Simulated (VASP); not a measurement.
Calculation: PBEsol GGA, VASP's PBE PAW potentials (set 64) (plane waves; VASP).

A VASP calculation is set up with these files.

### POSCAR
```
Ca2H3Br
3.8486890
  1.0000000329   0.0000000000   0.0000000000
 -0.5000000164   0.8660253851   0.0000000000
  0.0000000000   0.0000000000   1.7499553162
Ca H Br
2 3 1
Cartesian
  0.5000005165   0.2886748397   0.3271035574
 -0.0000005000   0.5773505454   1.4228517587
  0.5000005165   0.2886748397   1.4890059954
 -0.0000005000   0.5773505454   0.2609493208
 -0.5000000164   0.8660253851   0.0000000000
 -0.5000000164   0.8660253851   0.8749776581
```

File KPOINTS:
```
kpoints
0
G
  8 8 4
0 0 0
```

### INCAR
```
SYSTEM  =  Ca2H3Br
PREC  =  Accurate; ENCUT  =  400; LREAL  =  .False.
LASPH  =  .True.
EDIFF  =  1E-7; NELM  =  100; ALGO  =  Normal
LMAXMIX  =  4
ISMEAR  =  -5
GGA  =  PS
ISIF  =  2
LWAVE  =  .False.; LCHARG  =  .True.; LORBIT  =  11
NEDOS  =  601
LEFG  =  .True.
```

POTCAR, in this order: Ca_sv H Br (PBE.64 set). Program: vasp_std.

What VASP printed:

OSZICAR:
```
       N       E                     dE             d eps       ncg     rms          rms(c)
DAV:   1     0.210363344651E+03    0.21036E+03   -0.12810E+04  1338   0.121E+03
DAV:   2    -0.826544803909E+01   -0.21863E+03   -0.21463E+03  1545   0.353E+02
DAV:   3    -0.228624373810E+02   -0.14597E+02   -0.14536E+02  2305   0.735E+01
DAV:   4    -0.233996031744E+02   -0.53717E+00   -0.53650E+00  1921   0.132E+01
DAV:   5    -0.234175238904E+02   -0.17921E-01   -0.17918E-01  2094   0.175E+00    0.738E+00
DAV:   6    -0.222704762569E+02    0.11470E+01   -0.12313E+00  1553   0.780E+00    0.402E+00
DAV:   7    -0.218402879919E+02    0.43019E+00   -0.20595E+00  1637   0.889E+00    0.909E-01
DAV:   8    -0.218587936797E+02   -0.18506E-01   -0.30549E-01  1752   0.373E+00    0.501E-01
DAV:   9    -0.218578834851E+02    0.91019E-03   -0.13076E-02  1982   0.744E-01    0.212E-01
DAV:  10    -0.218568852343E+02    0.99825E-03   -0.89297E-03  1696   0.780E-01    0.120E-01
DAV:  11    -0.218568812135E+02    0.40208E-05   -0.12094E-03  1747   0.248E-01    0.308E-02
DAV:  12    -0.218568758915E+02    0.53220E-05   -0.10849E-04  2368   0.890E-02    0.145E-02
DAV:  13    -0.218568717578E+02    0.41338E-05   -0.21113E-05  1735   0.363E-02    0.331E-03
DAV:  14    -0.218568719418E+02   -0.18401E-06   -0.19644E-06  1920   0.134E-02    0.189E-03
DAV:  15    -0.218568718628E+02    0.79013E-07   -0.51381E-07  1736   0.536E-03
   1 F= -.21856872E+02 E0= -.21856872E+02  d E =0.000000E+00
```

### OUTCAR
```
------------------------ aborting loop because EDIFF is reached ----------------------------------------
  FORCE on cell =-STRESS in cart. coord.  units (eV):
  Direction    XX          YY          ZZ          XY          YZ          ZX
  --------------------------------------------------------------------------------------
  Total        0.0071506      0.0071506     -0.0214061      0.0000000      0.0000000      0.0000000
  in kB        0.1326049      0.1326049     -0.3969648      0.0000000      0.0000000      0.0000000
  external PRESSURE =      -0.0439183 kB  Pullay stress =       0.0000000 kB
  volume of cell :       86.40
      direct lattice vectors                 reciprocal lattice vectors
     3.848689127  0.000000000  0.000000000     0.259828728  0.150012194  0.000000000
    -1.924344563  3.333062373  0.000000000     0.000000000  0.300024388  0.000000000
     0.000000000  0.000000000  6.735033776     0.000000000  0.000000000  0.148477355
 POSITION                                       TOTAL-FORCE (eV/Angst)
 -----------------------------------------------------------------------------------
      1.92435      1.11102      1.25892        -0.000000     -0.000000     -0.007455
     -0.00000      2.22204      5.47611         0.000000      0.000000      0.007455
      1.92435      1.11102      5.73072        -0.000000      0.000000     -0.003859
     -0.00000      2.22204      1.00431        -0.000000      0.000000      0.003859
      0.00000      0.00000      0.00000        -0.000000      0.000000      0.000000
      0.00000      0.00000      3.36752        -0.000000      0.000000      0.000000
 -----------------------------------------------------------------------------------
    total drift:                                0.000000      0.000000      0.000000
  FREE ENERGIE OF THE ION-ELECTRON SYSTEM (eV)
  ---------------------------------------------------
  free  energy   TOTEN  =       -21.8568718628 eV

  energy  without entropy=      -21.8568718628  energy(sigma->0) =      -21.85687186

 total charge

# of ion       s       p       d       tot
------------------------------------------
    1        2.032   5.851   0.282   8.165
    2        2.032   5.851   0.282   8.165
    3        0.549   0.003   0.000   0.552
    4        0.549   0.003   0.000   0.552
    5        0.499   0.003   0.000   0.502
    6        1.595   3.290   0.009   4.894
--------------------------------------------------
tot          7.256  15.001   0.572  22.829

 Electric field gradients after diagonalization (V/A^2)
 (convention: |V_zz| > |V_xx| > |V_yy|)
----------------------------------------------------------------------
 ion       V_xx      V_yy      V_zz     asymmetry (V_yy - V_xx)/ V_zz
----------------------------------------------------------------------
   1      -8.292    -8.290    16.581       0.000
   2      -8.292    -8.290    16.581       0.000
   3       0.486     0.486    -0.972       0.000
   4       0.486     0.486    -0.972       0.000
   5       0.116     0.112    -0.229       0.017
   6     -25.682   -25.681    51.363       0.000
```
(Selected blocks of OUTCAR.)

The structure comes from a computed database's Ca2H3Br entry (P-3m1); how it stands against other phases isn't given here. It was relaxed first.
